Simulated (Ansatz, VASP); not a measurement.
# HfHF3: VASP beside Ansatz

```xyz
5
Lattice="3.4224 0.0000 0.0000 0.0000 3.4224 0.0000 0.0000 0.0000 3.9815" Properties=species:S:1:pos:R:3 pbc="T T T"
Hf    1.7112    1.7112    1.9907
H     0.0000    0.0000    0.0000
F     0.0000    0.0000    1.9907
F     0.0000    1.7112    0.0000
F     1.7112    0.0000    0.0000
```

Change from the starting cell: species swapped into the KCrF3 type (P4/mmm, No. 123).

Alike in both runs: functional PBE; k mesh 6 × 6 × 4; occupations gaussian, width 0.1 eV; no spin polarisation.

Ansatz relaxed the structure, and its values are those at the end. VASP's run is a single point on that final structure, the one shown.

|  | VASP | Ansatz |
| --- | --- | --- |
| version | VASP 6.6.1 | Ansatz 0.2.0 |
| potentials or method | VASP PAW PBE potentials, release 64 (Hf_pv, H, F) | scalar-relativistic, plane waves, PAW |
| plane-wave cutoff (eV) | 520 | 420 |
| valence electrons in the cell | 32 | 48 |

```csv
,VASP,Ansatz,Ansatz less VASP
gap on the k mesh at the Fermi level (eV),none,none,-
pressure (GPa),-1.7,0.0,+1.69
```

A gap of «none» marks a metal or a gap that the smearing closes. The two sets of potentials don't hold the same shells in valence.

Caveats: the k mesh is coarse (spacing up to 0.39 Å⁻¹), so the values aren't converged. The runs have no spin-orbit coupling, so splittings on Hf are missing.
